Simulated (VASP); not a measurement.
These are rev-vdW-DF2, VASP's PBE PAW potentials (set 64) (plane waves; VASP) values and carry that method's errors.

A VASP calculation is set up with these files.

### POSCAR
```
Re
1.0
  1.3824682418  -2.3945051197   0.0000000000
  1.3824682418   2.3945051197   0.0000000000
  0.0000000000   0.0000000000   4.4736035563
Re
2
Cartesian
  1.3824682418   0.7981699696   1.1184008891
  1.3824682418  -0.7981699696   3.3552026672
```

KPOINTS:
```
k-points along high-symmetry lines
10
Line-mode
Reciprocal
  0.000000   0.000000   0.000000 ! GAMMA
  0.000000   0.500000   0.000000 ! M

  0.000000   0.500000   0.000000 ! M
 -0.333333   0.666667   0.000000 ! K

 -0.333333   0.666667   0.000000 ! K
  0.000000   0.000000   0.000000 ! GAMMA

  0.000000   0.000000   0.000000 ! GAMMA
  0.000000   0.000000   0.500000 ! A

  0.000000   0.000000   0.500000 ! A
  0.000000   0.500000   0.500000 ! L

  0.000000   0.500000   0.500000 ! L
 -0.333333   0.666667   0.500000 ! H

 -0.333333   0.666667   0.500000 ! H
  0.000000   0.000000   0.500000 ! A

  0.000000   0.500000   0.500000 ! L
  0.000000   0.500000   0.000000 ! M

 -0.333333   0.666667   0.500000 ! H
 -0.333333   0.666667   0.000000 ! K
```

INCAR:
```
# general
SYSTEM   = Re
PREC     = Accurate
ENCUT    = 520
LREAL    = .False.
LASPH    = .True.
ICHARG   = 11

# electronic loop
EDIFF    = 1E-7
NELM     = 100
ALGO     = Normal
LMAXMIX  = 6

# smearing
ISMEAR   = 0
SIGMA    = 0.05

# functional
GGA      = MK
LUSE_VDW = .True.
AGGAC    = 0.0
PARAM1   = 0.1234568
PARAM2   = 0.7114
ZAB_VDW  = -1.8867

# output
LWAVE    = .False.
LCHARG   = .False.
LORBIT   = 11
```

POTCAR, in this order: Re (PBE.64 set). Program: vasp_std. Read from the step before: CHGCAR.

The resulting files:

File OUTCAR:
```
 ion  position               nearest neighbor table
   1  0.333  0.667  0.250-   2 2.75   2 2.75   2 2.75   2 2.75   2 2.75   2 2.75
   2  0.667  0.333  0.750-   1 2.75   1 2.75   1 2.75   1 2.75   1 2.75   1 2.75
  LATTYP: Found a hexagonal cell.
 ALAT       =     2.7649363841
 C/A-ratio  =     1.6179770291
 Subroutine PRICEL returns:
 Original cell was already a primitive cell.
 Subroutine GETGRP returns: Found 24 space group operations
The static configuration has the point symmetry D_3d.
 The point group associated with its full space group is D_6h.
The dynamic configuration has the point symmetry D_3d.
 Subroutine INISYM returns: Found 24 space group operations
   k-points           NKPTS =     90   k-points in BZ     NKDIM =     90   number of bands    NBANDS=     11
   number of dos      NEDOS =    301   number of ions     NIONS =      2
   total plane-waves  NPLWV =  20736
   dimension x,y,z NGX =    24 NGY =   24 NGZ =   36
   dimension x,y,z NGXF=    48 NGYF=   48 NGZF=   72
   ions per type =               2
   PREC   = accura    normal or accurate (medium, high low for compatibility)
   ISTART =      0    job   : 0-new  1-cont  2-samecut
   ICHARG =     11    charge: 1-file 2-atom 10-const
   ISPIN  =      1    spin polarized calculation?
   LNONCOLLINEAR =      F non collinear calculations
   LSORBIT =      F    spin-orbit coupling
   INIWAV =      1    electr: 0-lowe 1-rand  2-diag
   ENCUT  =  520.0 eV  38.22 Ry    6.18 a.u.   5.14  5.14  8.32*2*pi/ulx,y,z
   NELM   =    100;   NELMIN=  2; NELMDL= -5     # of ELM steps
   EDIFF  = 0.1E-06   stopping-criterion for ELM
   LREAL  =      F    real-space projection
   NLSPLINE    = F    spline interpolate recip. space projectors
   LMAXMIX     =    6 max onsite mixed and CHGCAR
   VOSKOWN=      0    Vosko Wilk Nusair interpolation
   EDIFFG = 0.1E-05   stopping-criterion for IOM
   NSW    =      0    number of steps for IOM
   NBLOCK =      1;   KBLOCK =      1    inner block; outer block
   IBRION =     -1    ionic relax: 0-MD 1-quasi-New 2-CG
   NFREE  =      0    steps in history (QN), initial steepest desc. (CG)
   ISIF   =      2    stress and relaxation
   ISYM   =      2    0-nonsym 1-usesym 2-fastsym
...
```

**OSZICAR**
```
...
DAV:  12    -0.207428951135E+02    0.41523E+03   -0.25621E+01  2147   0.557E+00
DAV:  13    -0.948353761882E+02   -0.74092E+02   -0.74028E+02  1861   0.940E-04
DAV:  14    -0.207428951117E+02    0.74092E+02   -0.22105E+01  1713   0.650E+00
DAV:  15    -0.658024083538E+03   -0.63728E+03   -0.63720E+03  1616   0.814E-04
DAV:  16    -0.207385348918E+02    0.63729E+03   -0.30599E+01  1542   0.961E+00
DAV:  17    -0.748647435660E+02   -0.54126E+02   -0.54057E+02  1515   0.158E-01
DAV:  18    -0.207431621175E+02    0.54122E+02   -0.26107E+01  1472   0.514E+00
DAV:  19    -0.887098102544E+04   -0.88502E+04   -0.88502E+04  1491   0.278E-01
DAV:  20    -0.229705351897E+03    0.86413E+04   -0.21396E+03  1476   0.899E+00
DAV:  21    -0.250034659847E+03   -0.20329E+02   -0.23264E+03  1458   0.596E+00
DAV:  22    -0.207335888140E+02    0.22930E+03   -0.23255E+01  1412   0.546E+00
DAV:  23    -0.700419625756E+03   -0.67969E+03   -0.67967E+03  1419   0.946E-02
DAV:  24    -0.788611395384E+04   -0.71857E+04   -0.78667E+04  1395   0.330E+00
DAV:  25    -0.447967044247E+04    0.34064E+04   -0.44619E+04  1386   0.655E+00
DAV:  26    -0.710990674401E+04   -0.26302E+04   -0.70919E+04  1374   0.828E+00
DAV:  27    -0.283786072364E+04    0.42720E+04   -0.28196E+04  1347   0.572E+00
DAV:  28    -0.417437044015E+06   -0.41460E+06   -0.41742E+06  1308   0.860E+00
DAV:  29    -0.209007935362E+02    0.41742E+06   -0.52750E+01  1283   0.153E+01
DAV:  30    -0.400503862541E+03   -0.37960E+03   -0.38008E+03  1281   0.338E+00
DAV:  31    -0.479040325008E+02    0.35260E+03   -0.32206E+02  1245   0.163E+01
DAV:  32    -0.125050728834E+03   -0.77147E+02   -0.10986E+03  1221   0.181E+01
DAV:  33    -0.244492764097E+04   -0.23199E+04   -0.24294E+04  1224   0.137E+01
DAV:  34    -0.665771982464E+03    0.17792E+04   -0.63348E+03  1206   0.193E+01
DAV:  35    -0.435326306373E+04   -0.36875E+04   -0.42944E+04  1191   0.231E+01
DAV:  36    -0.203058343128E+05   -0.15953E+05   -0.20300E+05  1182   0.382E+01
DAV:  37    -0.243580419495E+05   -0.40522E+04   -0.24353E+05  1185   0.443E+01
DAV:  38    -0.438982975637E+05   -0.19540E+05   -0.43895E+05  1185   0.438E+01
DAV:  39    -0.273913127639E+06   -0.23001E+06   -0.27391E+06  1185   0.457E+01
DAV:  40    -0.312597278193E+06   -0.38684E+05   -0.31260E+06  1179   0.503E+01
DAV:  41    -0.204685461038E+02    0.31258E+06   -0.21722E+02  1160   0.473E+01
DAV:  42    -0.218872624297E+04   -0.21683E+04   -0.13803E+04  1176   0.251E-04
DAV:  43    -0.269724790538E+04   -0.50852E+03   -0.24857E+04  1176   0.288E+01
DAV:  44    -0.186544117444E+05   -0.15957E+05   -0.18650E+05  1167   0.495E+01
DAV:  45    -0.241479557079E+05   -0.54935E+04   -0.24145E+05  1151   0.455E+01
DAV:  46    -0.850059807350E+05   -0.60858E+05   -0.85008E+05  1137   0.522E+01
DAV:  47    -0.142353105848E+06   -0.57347E+05   -0.14236E+06  1128   0.458E+01
DAV:  48    -0.613851750017E+06   -0.47150E+06   -0.61386E+06  1128   0.496E+01
DAV:  49    -0.678033113021E+06   -0.64181E+05   -0.67803E+06  1125   0.397E+01
DAV:  50    -0.414830385387E+06    0.26320E+06   -0.41484E+06  1116   0.505E+01
DAV:  51    -0.267960889004E+02    0.41480E+06   -0.28436E+02  1097   0.401E+01
DAV:  52    -0.948056677244E+04   -0.94538E+04   -0.94238E+04  1115   0.101E+01
DAV:  53    -0.990315818926E+04   -0.42259E+03   -0.97636E+04  1107   0.307E+01
DAV:  54    -0.163337684860E+06   -0.15343E+06   -0.16333E+06  1110   0.432E+01
DAV:  55    -0.222090865677E+06   -0.58753E+05   -0.22208E+06  1110   0.431E+01
DAV:  56    -0.162276427012E+07   -0.14007E+07   -0.16228E+07  1128   0.515E+01
DAV:  57    -0.110989956141E+07    0.51286E+06   -0.11099E+07  1140   0.575E+01
DAV:  58    -0.512502147419E+07   -0.40151E+07   -0.51250E+07  1112   0.614E+01
DAV:  59    -0.444275065969E+07    0.68227E+06   -0.44428E+07  1122   0.531E+01
DAV:  60    -0.147665060985E+07    0.29661E+07   -0.14766E+07  1115   0.530E+01
DAV:  61    -0.242660923098E+04    0.14742E+07   -0.24353E+04  1100   0.502E+01
DAV:  62    -0.283759955109E+04   -0.41099E+03   -0.25209E+04  1113   0.267E+01
DAV:  63    -0.798119736113E+05   -0.76974E+05   -0.79807E+05  1119   0.451E+01
DAV:  64    -0.105720488984E+07   -0.97739E+06   -0.10572E+07  1107   0.674E+01
DAV:  65    -0.152942215031E+06    0.90426E+06   -0.15294E+06  1116   0.595E+01
DAV:  66    -0.109670030059E+07   -0.94376E+06   -0.10967E+07  1116   0.682E+01
DAV:  67    -0.210573951545E+07   -0.10090E+07   -0.21058E+07  1113   0.875E+01
DAV:  68    -0.466827910419E+07   -0.25625E+07   -0.46683E+07  1116   0.802E+01
DAV:  69    -0.191962943281E+07    0.27486E+07   -0.19197E+07  1097   0.100E+02
DAV:  70    -0.823717413599E+08   -0.80452E+08   -0.82372E+08  1110   0.653E+01
DAV:  71    -0.187902160381E+08    0.63582E+08   -0.18790E+08  1116   0.683E+01
DAV:  72    -0.102706708937E+08    0.85195E+07   -0.10271E+08  1110   0.867E+01
DAV:  73    -0.595930626724E+06    0.96747E+07   -0.59586E+06  1119   0.699E+01
DAV:  74    -0.111350675269E+07   -0.51758E+06   -0.11135E+07  1119   0.964E+01
DAV:  75    -0.191130714601E+07   -0.79780E+06   -0.19113E+07  1116   0.952E+01
DAV:  76    -0.499297214729E+07   -0.30817E+07   -0.49930E+07  1098   0.109E+02
DAV:  77    -0.999938982390E+07   -0.50064E+07   -0.99994E+07  1091   0.997E+01
DAV:  78    -0.929446885550E+08   -0.82945E+08   -0.92944E+08  1089   0.579E+01
DAV:  79    -0.779965222161E+08    0.14948E+08   -0.77997E+08  1092   0.816E+01
DAV:  80    -0.448189984773E+07    0.73515E+08   -0.44814E+07  1095   0.791E+01
DAV:  81    -0.867085373178E+08   -0.82227E+08   -0.86709E+08  1089   0.971E+01
DAV:  82    -0.289297297072E+07    0.83816E+08   -0.28930E+07  1077   0.903E+01
DAV:  83    -0.441042024972E+07   -0.15174E+07   -0.44105E+07  1077   0.873E+01
DAV:  84    -0.198450140134E+07    0.24259E+07   -0.19845E+07  1067   0.856E+01
DAV:  85    -0.128936408561E+08   -0.10909E+08   -0.12894E+08  1083   0.524E+01
DAV:  86    -0.314346358084E+08   -0.18541E+08   -0.31435E+08  1089   0.734E+01
DAV:  87    -0.169431672114E+09   -0.13800E+09   -0.16943E+09  1089   0.845E+01
DAV:  88    -0.799162060736E+08    0.89515E+08   -0.79916E+08  1077   0.109E+02
DAV:  89    -0.431260041196E+08    0.36790E+08   -0.43126E+08  1095   0.862E+01
DAV:  90    -0.167932873426E+08    0.26333E+08   -0.16793E+08  1092   0.998E+01
DAV:  91    -0.134954456508E+08    0.32978E+07   -0.13495E+08  1095   0.966E+01
DAV:  92    -0.204165001691E+08   -0.69211E+07   -0.20417E+08  1080   0.112E+02
DAV:  93    -0.697247968180E+08   -0.49308E+08   -0.69725E+08  1096   0.840E+01
DAV:  94    -0.299180003789E+08    0.39807E+08   -0.29918E+08  1089   0.835E+01
DAV:  95    -0.168617130607E+08    0.13056E+08   -0.16862E+08  1077   0.106E+02
DAV:  96    -0.113416845001E+07    0.15728E+08   -0.11341E+07  1073   0.824E+01
DAV:  97    -0.391257654925E+07   -0.27784E+07   -0.39123E+07  1077   0.658E+01
DAV:  98    -0.781479003772E+05    0.38344E+07   -0.78099E+05  1070   0.808E+01
DAV:  99    -0.713699774967E+06   -0.63555E+06   -0.71281E+06  1092   0.548E+01
DAV: 100    -0.136615941901E+07   -0.65246E+06   -0.13654E+07  1102   0.101E+02
   1 F= -.13661594E+07 E0= -.13661594E+07  d E =-.425358E-02
```

File stdout:
```
...
  1.154439402317496E-002
 WARNING: Sub-Space-Matrix is not hermitian in DAV            8
 -3.191449037303699E-002
 WARNING: Sub-Space-Matrix is not hermitian in DAV            9
  6.789910390661776E-002
 WARNING: Sub-Space-Matrix is not hermitian in DAV           10
  1.440032666721670E-002
 WARNING: Sub-Space-Matrix is not hermitian in DAV           11
 -5.942714139578868E-002
 WARNING: Sub-Space-Matrix is not hermitian in DAV           12
  4.973679090062643E-002
 WARNING: Sub-Space-Matrix is not hermitian in DAV           13
  1.707613542152506E-002
 WARNING: Sub-Space-Matrix is not hermitian in DAV           14
 -7.456798526743492E-002
 WARNING: Sub-Space-Matrix is not hermitian in DAV           15
  2.950103313512074E-002
 WARNING: Sub-Space-Matrix is not hermitian in DAV            1
  8.331962272233259E-004
DAV: 100    -0.136615941901E+07   -0.65246E+06   -0.13654E+07  1102   0.101E+02

 -----------------------------------------------------------------------------
|                                                                             |
|           W    W    AA    RRRRR   N    N  II  N    N   GGGG   !!!           |
|           W    W   A  A   R    R  NN   N  II  NN   N  G    G  !!!           |
|           W    W  A    A  R    R  N N  N  II  N N  N  G       !!!           |
|           W WW W  AAAAAA  RRRRR   N  N N  II  N  N N  G  GGG   !            |
|           WW  WW  A    A  R   R   N   NN  II  N   NN  G    G                |
|           W    W  A    A  R    R  N    N  II  N    N   GGGG   !!!           |
|                                                                             |
|     The electronic self-consistency was not achieved in the given           |
|     number of steps (NELM). The forces and other quantities evaluated       |
|     might not be reliable so examine the results carefully. If you find     |
|     spurious results, we suggest increasing NELM, if you were close to      |
|     convergence or switching to a different ALGO or adjusting the           |
|     density mixing parameters otherwise.                                    |
|                                                                             |
 -----------------------------------------------------------------------------

   1 F= -.13661594E+07 E0= -.13661594E+07  d E =-.425358E-02
```

The run did not converge; its last values are not results.

The density is held fixed in this step, so its total energy and stress have no physical meaning.

The compound is Re in the hcp structure. It was relaxed first.
